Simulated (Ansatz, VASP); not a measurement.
# Two plane-wave programs on Be2SnCl

```
CELL_PARAMETERS angstrom
4.62676 0.00000 0.00000
0.00000 4.62676 0.00000
0.00000 0.00000 3.03298
ATOMIC_POSITIONS crystal
Be 0.50000 0.00000 0.00000
Be 0.00000 0.50000 0.00000
Sn 0.00000 0.00000 0.50000
Cl 0.50000 0.50000 0.00000
```

Alike in both runs: functional PBE; k mesh 4 × 4 × 6; occupations gaussian, width 0.1 eV; no spin polarisation.

Ansatz relaxed the structure, and its values are those at the end. VASP's run is a single point on that final structure, the one shown.

|  | VASP | Ansatz |
| --- | --- | --- |
| version | VASP 6.6.1 | Ansatz 0.2.0 |
| potentials or method | VASP PAW PBE potentials, release 64 (Be, Sn_d, Cl) | scalar-relativistic, plane waves, PAW |
| plane-wave cutoff (eV) | 520 | 420 |
| valence electrons in the cell | 25 | 25 |

```tsv
	VASP	Ansatz	Ansatz less VASP
gap on the k mesh at the Fermi level (eV)	none	none	-
pressure (GPa)	-0.1	0.0	+0.05
```

A gap of «none» marks a metal or a gap that the smearing closes. The functional is the same, so the differences come from potentials, cutoffs and numerics.

Caveats: an odd number of electrons without spin polarisation forces a metal; a magnetic or distorted state may lie lower.
